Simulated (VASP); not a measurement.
Output of a VASP run:

OSZICAR:
```
       N       E                     dE             d eps       ncg     rms          rms(c)
DAV:   1     0.109811110195E+03    0.10981E+03   -0.70172E+03   480   0.117E+03
DAV:   2     0.390172594078E+01   -0.10591E+03   -0.99441E+02   592   0.264E+02
DAV:   3    -0.274187463536E+01   -0.66436E+01   -0.66074E+01   624   0.625E+01
DAV:   4    -0.299538872690E+01   -0.25351E+00   -0.25329E+00   848   0.104E+01
DAV:   5    -0.299686531756E+01   -0.14766E-02   -0.14766E-02   620   0.792E-01    0.386E+00
DAV:   6    -0.277171705811E+01    0.22515E+00   -0.37644E-01   600   0.323E+00    0.272E+00
DAV:   7    -0.273240433190E+01    0.39313E-01   -0.13367E-01   600   0.240E+00    0.125E+00
DAV:   8    -0.272779656692E+01    0.46078E-02   -0.20304E-02   648   0.123E+00    0.104E-01
DAV:   9    -0.272773436370E+01    0.62203E-04   -0.61628E-04   684   0.180E-01    0.618E-02
DAV:  10    -0.272771405566E+01    0.20308E-04   -0.17641E-04   608   0.139E-01    0.906E-03
DAV:  11    -0.272771480276E+01   -0.74711E-06   -0.92250E-06   720   0.268E-02    0.394E-03
DAV:  12    -0.272771542185E+01   -0.61909E-06   -0.84662E-07   624   0.936E-03    0.119E-03
DAV:  13    -0.272771547975E+01   -0.57904E-07   -0.10135E-07   484   0.379E-03
   1 F= -.27277155E+01 E0= -.27277155E+01  d E =-.307261E-22
```

OUTCAR:
```
------------------------ aborting loop because EDIFF is reached ----------------------------------------
  FORCE on cell =-STRESS in cart. coord.  units (eV):
  Direction    XX          YY          ZZ          XY          YZ          ZX
  --------------------------------------------------------------------------------------
  Total        0.0051250      0.0051250      0.0051250      0.0000000      0.0000000     -0.0000000
  in kB        0.1099748      0.1099748      0.1099748      0.0000000      0.0000000     -0.0000000
  external PRESSURE =       0.1099748 kB  Pullay stress =       0.0000000 kB
  volume of cell :       74.66
      direct lattice vectors                 reciprocal lattice vectors
     0.000000000  3.342166115  3.342166115    -0.149603575  0.149603575  0.149603575
     3.342166115  0.000000000  3.342166115     0.149603575 -0.149603575  0.149603575
     3.342166115  3.342166115  0.000000000     0.149603575  0.149603575 -0.149603575
  FREE ENERGIE OF THE ION-ELECTRON SYSTEM (eV)
  ---------------------------------------------------
  free  energy   TOTEN  =        -2.7277154798 eV

  energy  without entropy=       -2.7277154798  energy(sigma->0) =       -2.72771548
```
(Selected blocks of OUTCAR.)

**POSCAR**
```
KBr
1
    0.0000000000     3.3421661151     3.3421661151
    3.3421661151     0.0000000000     3.3421661151
    3.3421661151     3.3421661151     0.0000000000
K Br
1 1
Direct
  0.0000000000   0.0000000000   0.0000000000
  0.5000000000   0.5000000000   0.5000000000
```

Problem. Reconstruct the remaining input files.

Solution. Several could match; the one computed here: the input of the run itself, vdW-DF2, plane waves, VASP's PBE PAW potentials (set 64).

File KPOINTS:
```
Automatic mesh
0
Gamma
7 7 7
0 0 0
```

**INCAR**
```
SYSTEM = KBr
PREC = Accurate; ENCUT = 520; LREAL = .False.
LASPH = .True.
EDIFF = 1E-7; NELM = 100; ALGO = Normal
LMAXMIX = 4
ISMEAR = 0; SIGMA = 0.05
GGA = ML; LUSE_VDW = .True.; AGGAC = 0.0
ZAB_VDW = -1.8867
ISIF = 2
LWAVE = .False.; LCHARG = .False.
```

POTCAR, in this order: K_sv Br (PBE.64 set). Program: vasp_std.

The compound is KBr in the rock salt structure. It was relaxed first.
